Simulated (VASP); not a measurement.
# Ba2Tl5V3O12 (P-3m1) in VASP: relaxation of cell and atoms with PBE

Aim: the relaxation of cell and atoms of Ba2Tl5V3O12 with PBE.

All numbers are computed with VASP 6.6.1; they aren't measurements. Logs are shortened: lines on timing, memory, paths and dates and some standing lists are left out, and cuts for length are marked.

## 1. Starting point

It takes space group P-3m1 (No. 164, trigonal). The conventional cell has a = 6.751 Å, b = 6.751 Å, c = 11.042 Å, α = 90.00°, β = 90.00°, γ = 120.00°. Around Ba (site symmetry 3m) lie 6 O at 2.33 Å. Around V (site symmetry 2/m) lie 2 Tl at 2.38 Å and 4 O at 2.71 Å. Tl (site symmetry 2/m) has 4 O at 3.21 Å and 4 Tl at 3.38 Å as nearest neighbours. Tl (site symmetry 3m) has 3 V at 2.38 Å and 6 O at 2.42 Å as nearest neighbours. O (site symmetry 1) has 3 O at 2.14 to 2.46 Å and 1 Ba at 2.33 Å and 1 Tl at 2.42 Å as nearest neighbours.

The cell was built by a generator and needn't be a form met in nature.

## 2. Relaxation of cell and atoms, PBE, collinear spin, ferromagnetic start

INCAR reads:

```
ALGO     = Fast           # electronic algorithm
EDIFF    = 1E-4           # SCF threshold, eV
EDIFFG   = -0.08          # ionic threshold
ENCUT    = 520            # plane-wave cutoff, eV
GGA      = PE             # functional
IBRION   = 2              # ionic algorithm
ISIF     = 3              # what is computed and relaxed
ISMEAR   = 0              # smearing method
ISPIN    = 2              # spin polarisation
LASPH    = T              # aspherical terms in the spheres
LCHARG   = F              # write CHGCAR
LMAXMIX  = 4              # l up to which the mixer works
LORBIT   = 11             # projections on sites
LREAL    = Auto         
LWAVE    = F              # write WAVECAR
MAGMOM   = 0 0 2 2 2 0 0 0 0 0 0 0 0 0 0 0 0 0 0 0 0 0 # initial moments
NELM     = 60             # most SCF steps
NSW      = 24             # ionic steps
PREC     = Normal         # precision mode
SIGMA    = 0.15           # smearing width, eV
```

KPOINTS reads:

```
k-points
0
Gamma
  3 3 2
```

POSCAR reads:

```
Ba2Tl5V3O12
1.0
    6.7511765900      0.0000000000      0.0000000000
   -3.3755883000      5.8466904400      0.0000000000
    0.0000000000      0.0000000000     11.0423542100
Ba V Tl O
2 3 5 12
Direct
    0.0000000000      0.0000000000      0.1946034200
    0.0000000000      0.0000000000      0.8053965800
    0.5000000000      0.0000000000      0.0000000000
    0.0000000000      0.5000000000      0.0000000000
    0.5000000000      0.5000000000      0.0000000000
    0.5000000000      0.0000000000      0.5000000000
    0.0000000000      0.5000000000      0.5000000000
    0.5000000000      0.5000000000      0.5000000000
    0.3333333300      0.6666666700      0.1235431100
    0.6666666700      0.3333333300      0.8764568900
    0.3491254800      0.3340199600      0.7743749900
    0.6659800400      0.0151055200      0.7743749900
    0.9848944800      0.6508745200      0.7743749900
    0.3340199600      0.3491254800      0.2256250100
    0.0151055200      0.6659800400      0.2256250100
    0.6508745200      0.9848944800      0.2256250100
    0.6508745200      0.6659800400      0.2256250100
    0.3340199600      0.9848944800      0.2256250100
    0.0151055200      0.3491254800      0.2256250100
    0.6659800400      0.6508745200      0.7743749900
    0.9848944800      0.3340199600      0.7743749900
    0.3491254800      0.0151055200      0.7743749900
```

Potentials or basis: VASP PAW PBE potentials, release 64 (Ba_sv, V_sv, Tl_d, O).

Started as:

```bash
cat potpaw_PBE.64/Ba_sv/POTCAR potpaw_PBE.64/V_sv/POTCAR potpaw_PBE.64/Tl_d/POTCAR potpaw_PBE.64/O/POTCAR > POTCAR
mpirun -np 4 vasp_std > vasp.out
```

OUTCAR:

```text
EDIFF = 1E-4
   EDIFFG = -0.08
   ENCUT = 520
   GGA = PE
   IBRION = 2
   ISIF = 3
   ISMEAR = 0
   ISPIN = 2
   LASPH = T
   LORBIT = 11
   LREAL = Auto
   NELM = 60
   NSW = 24
   PREC = Normal

 ion  position               nearest neighbor table
   1  0.000  0.000  0.195-  16 2.33  18 2.33  17 2.33  14 2.33  15 2.33  19 2.33   9 3.98   9 3.98
                             9 3.98   2 4.30
   2  0.000  0.000  0.805-  22 2.33  12 2.33  11 2.33  20 2.33  21 2.33  13 2.33  10 3.98  10 3.98
                            10 3.98   1 4.30
   3  0.500  0.000  0.000-   9 2.38  10 2.38
   4  0.000  0.500  0.000-   9 2.38  10 2.38
   5  0.500  0.500  0.000-   9 2.38  10 2.38
   6  0.500  0.000  0.500-   7 3.38   7 3.38   8 3.38   8 3.38
   7  0.000  0.500  0.500-   8 3.38   8 3.38   6 3.38   6 3.38
   8  0.500  0.500  0.500-   7 3.38   7 3.38   6 3.38   6 3.38
   9  0.333  0.667  0.124-   4 2.38   3 2.38   5 2.38  15 2.42  18 2.42  19 2.42  16 2.42  17 2.42
                            14 2.42   1 3.98   1 3.98   1 3.98
  10  0.667  0.333  0.876-   4 2.38   3 2.38   5 2.38  21 2.42  12 2.42  13 2.42  22 2.42  11 2.42
                            20 2.42   2 3.98   2 3.98   2 3.98
  11  0.349  0.334  0.774-   2 2.33  10 2.42
  12  0.666  0.015  0.774-   2 2.33  10 2.42
  13  0.985  0.651  0.774-   2 2.33  10 2.42
  14  0.334  0.349  0.226-   1 2.33   9 2.42
  15  0.015  0.666  0.226-   1 2.33   9 2.42
  16  0.651  0.985  0.226-   1 2.33   9 2.42
  17  0.651  0.666  0.226-   1 2.33   9 2.42
  18  0.334  0.985  0.226-   1 2.33   9 2.42
  19  0.015  0.349  0.226-   1 2.33   9 2.42
  20  0.666  0.651  0.774-   2 2.33  10 2.42
  21  0.985  0.334  0.774-   2 2.33  10 2.42
  22  0.349  0.015  0.774-   2 2.33  10 2.42

  LATTYP: Found a hexagonal cell.
 ALAT       =     6.7511765900
 C/A-ratio  =     1.6356192232

  Lattice vectors:

 A1 = (   6.7511765900,   0.0000000000,   0.0000000000)
 A2 = (  -3.3755883000,   5.8466904400,   0.0000000000)
 A3 = (   0.0000000000,   0.0000000000,  11.0423542100)

Analysis of symmetry for initial positions (statically):
=====================================================================
 Subroutine PRICEL returns:
 Original cell was already a primitive cell.

 Routine SETGRP: Setting up the symmetry group for a
 hexagonal supercell.

 Subroutine GETGRP returns: Found 12 space group operations
 (whereof 12 operations were pure point group operations)
 out of a pool of 24 trial point group operations.

The static configuration has the point symmetry D_3d.

Analysis of symmetry for dynamics (positions and initial velocities):
=====================================================================
 Subroutine PRICEL returns:
 Original cell was already a primitive cell.

 Routine SETGRP: Setting up the symmetry group for a
 hexagonal supercell.

 Subroutine GETGRP returns: Found 12 space group operations
 (whereof 12 operations were pure point group operations)
 out of a pool of 24 trial point group operations.

The dynamic configuration has the point symmetry D_3d.

Analysis of structural, dynamic, and magnetic symmetry:
=====================================================================
 Subroutine PRICEL returns:
 Original cell was already a primitive cell.

 Routine SETGRP: Setting up the symmetry group for a
 hexagonal supercell.

 Subroutine GETGRP returns: Found 12 space group operations
 (whereof 12 operations were pure point group operations)
 out of a pool of 24 trial point group operations.

The overall configuration has the point symmetry D_3d.

 Subroutine INISYM returns: Found 12 space group operations
 (whereof 12 operations are pure point group operations),
[... 156 lines left out ...]

--------------------------------------- Ionic step        1  -------------------------------------------

 number of electron     195.9999945 magnetization      -0.0264479

 number of electron     195.9999945 magnetization       0.4354581

 Free energy of the ion-electron system (eV)
  ---------------------------------------------------
  ext. energy  EPLUGINS =         0.00000000
  ---------------------------------------------------
  free energy    TOTEN  =       -86.43381538 eV

  energy without entropy =      -86.16821011  energy(sigma->0) =      -86.30101275

------------------------ aborting loop because EDIFF is reached ----------------------------------------

  FORCE on cell =-STRESS in cart. coord.  units (eV):
  Direction    XX          YY          ZZ          XY          YZ          ZX
  --------------------------------------------------------------------------------------
  -------------------------------------------------------------------------------------
  Total       41.7210540     41.7210541    -30.6093798     -0.0000000     -0.0000000     -0.0000000
  in kB      153.3608869    153.3608873   -112.5158926     -0.0000001     -0.0000000     -0.0000000
  external PRESSURE =      64.7352939 kB  Pullay stress =       0.0000000 kB
[... 43 lines left out ...]
--------------------------------------- Ionic step        2  -------------------------------------------

 number of electron     196.0000149 magnetization       3.8460964

------------------------ aborting loop EDIFF was not reached (unconverged)  ----------------------------

  FORCE on cell =-STRESS in cart. coord.  units (eV):
  Direction    XX          YY          ZZ          XY          YZ          ZX
  --------------------------------------------------------------------------------------
  -------------------------------------------------------------------------------------
  Total        2.8932259      2.8932259    -58.7217392     -0.0000000      0.0000000     -0.0000000
  in kB        9.5692705      9.5692705   -194.2206458     -0.0000000      0.0000000     -0.0000000
  external PRESSURE =     -58.3607016 kB  Pullay stress =       0.0000000 kB
[... 45 lines left out ...]
 number of electron     195.9999949 magnetization       0.1153381

 number of electron     195.9999930 magnetization      -1.6967099

------------------------ aborting loop EDIFF was not reached (unconverged)  ----------------------------

  FORCE on cell =-STRESS in cart. coord.  units (eV):
  Direction    XX          YY          ZZ          XY          YZ          ZX
  --------------------------------------------------------------------------------------
  -------------------------------------------------------------------------------------
  Total      -10.9588073    -10.9588074    -66.4022470      0.0000000      0.0000000     -0.0000000
  in kB      -34.2197678    -34.2197679   -207.3464207      0.0000000      0.0000000     -0.0000000
  external PRESSURE =     -91.9286521 kB  Pullay stress =       0.0000000 kB
[... 37 lines left out ...]
  FREE ENERGIE OF THE ION-ELECTRON SYSTEM (eV)
  ---------------------------------------------------
  free  energy   TOTEN  =      -101.5147329470 eV

  energy  without entropy=     -101.2030978376  energy(sigma->0) =     -101.35891539

 E-fermi :   2.8599     XC(G=0):  -9.1764

 val. band max:        2.7156261795   @ k =   0.0000   0.0000   0.5000
 cond. band min:       2.8933912674   @ k =   0.3333   0.0000   0.0000
 fundamental gap:      0.1777650879
 Fermi energy:         2.8599302347

 spin component 1

 k-point     1 :       0.0000    0.0000    0.0000
  band No.  band energies     occupation
      1     -62.0285      1.00000
      2     -62.0284      1.00000
      3     -62.0284      1.00000
      4     -35.9406      1.00000
      5     -35.9383      1.00000
      6     -35.9383      1.00000
[... 1348 lines left out ...]
    109       4.9031      0.00000
    110       4.9031      0.00000
 [bands above 110 left out]

[... ionic steps 4 to 21 ...]

--------------------------------------- Ionic step       22  -------------------------------------------

 number of electron     195.9999990 magnetization      -0.0000338

 number of electron     195.9999993 magnetization       0.0000053
[... 113 lines left out ...]
 number of electron     195.9999995 magnetization      -0.0000080

 number of electron     195.9999995 magnetization       0.0000080

 Free energy of the ion-electron system (eV)
  ---------------------------------------------------
  ext. energy  EPLUGINS =         0.00000000
  ---------------------------------------------------
  free energy    TOTEN  =      -127.32922868 eV

  energy without entropy =     -127.30356965  energy(sigma->0) =     -127.31639917

 E-fermi :   3.9059     XC(G=0):  -9.8342

 val. band max:        3.8702503935   @ k =   0.3333   0.3333   0.0000
 cond. band min:       4.2666540794   @ k =   0.3333   0.3333   0.5000
 fundamental gap:      0.3964036860
 Fermi energy:         3.9058640642

 spin component 1

 k-point     1 :       0.0000    0.0000    0.0000
  band No.  band energies     occupation
      1     -61.0805      1.00000
      2     -61.0802      1.00000
      3     -61.0802      1.00000
      4     -35.0023      1.00000
      5     -34.9990      1.00000
      6     -34.9990      1.00000
[... 1348 lines left out ...]
    109       5.8167      0.00000
    110       6.0044      0.00000
 [bands above 110 left out]

------------------------ aborting loop because EDIFF is reached ----------------------------------------

  FORCE on cell =-STRESS in cart. coord.  units (eV):
  Direction    XX          YY          ZZ          XY          YZ          ZX
  --------------------------------------------------------------------------------------
  -------------------------------------------------------------------------------------
  Total       -0.2060288     -0.2060288      0.3419694      0.0000000      0.0000000      0.0000000
  in kB       -0.8559235     -0.8559235      1.4206734      0.0000000      0.0000000      0.0000000
  external PRESSURE =      -0.0970579 kB  Pullay stress =       0.0000000 kB
[... 37 lines left out ...]
  FREE ENERGIE OF THE ION-ELECTRON SYSTEM (eV)
  ---------------------------------------------------
  free  energy   TOTEN  =      -127.3292286843 eV

  energy  without entropy=     -127.3035696476  energy(sigma->0) =     -127.31639917

 reached required accuracy - stopping structural energy minimisation

 total charge

# of ion       s       p       d       tot
------------------------------------------
    1        1.995   5.612   0.274   7.881
    2        1.995   5.612   0.274   7.881
    3        2.297   6.390   3.008  11.695
    4        2.297   6.390   3.008  11.695
    5        2.297   6.390   3.008  11.695
    6        1.099   0.321   9.706  11.126
[... 14 lines left out ...]
   21        1.604   3.357   0.000   4.961
   22        1.604   3.357   0.000   4.961
--------------------------------------------------
tot         35.653  72.599  58.067 166.319

 magnetization (x)

# of ion       s       p       d       tot
------------------------------------------
    1        0.000   0.000  -0.000  -0.000
    2        0.000   0.000  -0.000  -0.000
    3        0.000   0.000  -0.000   0.000
    4        0.000   0.000  -0.000   0.000
    5        0.000   0.000  -0.000   0.000
    6        0.000   0.000  -0.000   0.000
[... 14 lines left out ...]
   21        0.000  -0.000   0.000  -0.000
   22        0.000  -0.000   0.000  -0.000
--------------------------------------------------
tot         -0.000  -0.000  -0.000  -0.000
```

It took 62 min on 4 MPI ranks of Intel Xeon Platinum 8259CL at 2.50GHz (Skylake/Cascade Lake), shared host; peak memory 0.31 GiB.

What came out:

```
Free energy                                           : -127.3292 eV
Relaxed volume                                        : 17.53 Å³/atom
Relaxed cell                                          : a = 8.026 Å, b = 8.026 Å, c = 6.913 Å, α = 90.00°, β = 90.00°, γ = 120.00°
Space group after relaxing (to 0.05 Å)                : P-3m1 (No. 164)
Energy gained by relaxing                             : 1858.9 meV/atom
Ionic steps                                           : 24
Pressure after relaxing                               : 0.0 GPa
Largest force after relaxing                          : 0.043 eV/Å
Band gap on the k mesh                                : none (metal or under the smearing width)
Net moment                                            : 0.00 μB per cell
Valence electrons inside the program's atomic spheres : Ba 7.88; V 11.70; Tl 11.13, 11.28; O 4.96
```

Forces in eV/Å, atoms in the order of the input:
```
Ba   0.000  0.000  0.021
Ba   0.000  0.000 -0.021
V    0.000  0.000  0.000
V    0.000  0.000  0.000
V    0.000  0.000  0.000
Tl   0.000  0.000  0.000
Tl   0.000  0.000  0.000
Tl   0.000  0.000  0.000
Tl   0.000  0.000  0.034
Tl   0.000  0.000 -0.034
O   -0.011 -0.009 -0.040
O    0.013 -0.004 -0.040
O   -0.003  0.014 -0.040
O   -0.003 -0.014  0.040
O   -0.011  0.009  0.040
O    0.013  0.004  0.040
O    0.011  0.009  0.040
O   -0.013  0.004  0.040
O    0.003 -0.014  0.040
O    0.003  0.014 -0.040
O    0.011 -0.009 -0.040
O   -0.013 -0.004 -0.040
```

Stress tensor (GPa, compression positive):
```
-0.09  0.00  0.00
 0.00 -0.09  0.00
 0.00  0.00  0.14
```

The path:
```csv
step,energy change (eV),largest force (eV/Å),pressure (GPa),volume (Å³)
1,0.0000,7.4407,6.47,435.86
2,-11.8803,1.5362,-5.84,484.41
3,-15.0809,1.8532,-9.19,513.09
4,-18.3866,2.8657,-12.99,562.87
5,-26.2688,3.7959,-5.08,511.02
6,-26.4555,3.9840,-2.20,504.71
7,-32.0674,3.4773,-2.88,481.12
8,-35.9126,3.4275,0.30,450.09
9,-36.0583,3.6969,1.72,442.09
10,-38.5301,1.5182,-8.38,437.63
11,-38.6786,1.5156,-6.65,438.63
12,-39.9557,1.5827,-1.11,400.72
13,-39.9999,1.6219,0.30,393.60
14,-40.3138,1.1558,0.28,391.73
15,-40.7361,0.3644,0.22,388.01
16,-40.5826,1.0147,1.50,380.53
17,-40.8463,0.3227,0.61,385.38
18,-40.8472,0.3872,0.68,384.74
19,-40.8485,0.3557,0.66,385.05
20,-40.8725,0.1586,-1.12,389.99
21,-40.8773,0.2128,-0.57,388.59
22,-40.8860,0.1618,0.16,386.26
23,-40.8885,0.1159,-0.08,386.98
24,-40.8954,0.0429,-0.01,385.66
```

Final structure:
```cif
data_structure
_symmetry_space_group_name_H-M 'P 1'
_symmetry_Int_Tables_number 1
_cell_length_a 8.0261
_cell_length_b 8.0261
_cell_length_c 6.9130
_cell_angle_alpha 90.000
_cell_angle_beta 90.000
_cell_angle_gamma 120.000
_cell_volume 385.66
loop_
_atom_site_label
_atom_site_type_symbol
_atom_site_fract_x
_atom_site_fract_y
_atom_site_fract_z
_atom_site_occupancy
Ba1 Ba 0.00000 0.00000 0.23864 1
Ba2 Ba 0.00000 0.00000 0.76136 1
V1 V 0.50000 0.00000 0.00000 1
V2 V 0.00000 0.50000 0.00000 1
V3 V 0.50000 0.50000 0.00000 1
Tl1 Tl 0.50000 0.00000 0.50000 1
Tl2 Tl 0.00000 0.50000 0.50000 1
Tl3 Tl 0.50000 0.50000 0.50000 1
Tl4 Tl 0.33333 0.66667 0.22586 1
Tl5 Tl 0.66667 0.33333 0.77414 1
O1 O 0.33693 0.34241 0.81368 1
O2 O 0.65759 0.99451 0.81368 1
O3 O 0.00549 0.66307 0.81368 1
O4 O 0.34241 0.33693 0.18632 1
O5 O 0.99451 0.65759 0.18632 1
O6 O 0.66307 0.00549 0.18632 1
O7 O 0.66307 0.65759 0.18632 1
O8 O 0.34241 0.00549 0.18632 1
O9 O 0.99451 0.33693 0.18632 1
O10 O 0.65759 0.66307 0.81368 1
O11 O 0.00549 0.34241 0.81368 1
O12 O 0.33693 0.99451 0.81368 1
```

Caveat: semilocal functionals often make such compounds metallic where correlation or magnetic order opens a gap, which also shifts bond lengths; the relaxation stopped at a loose force limit of 0.08 eV/Å, so its end isn't a converged minimum.
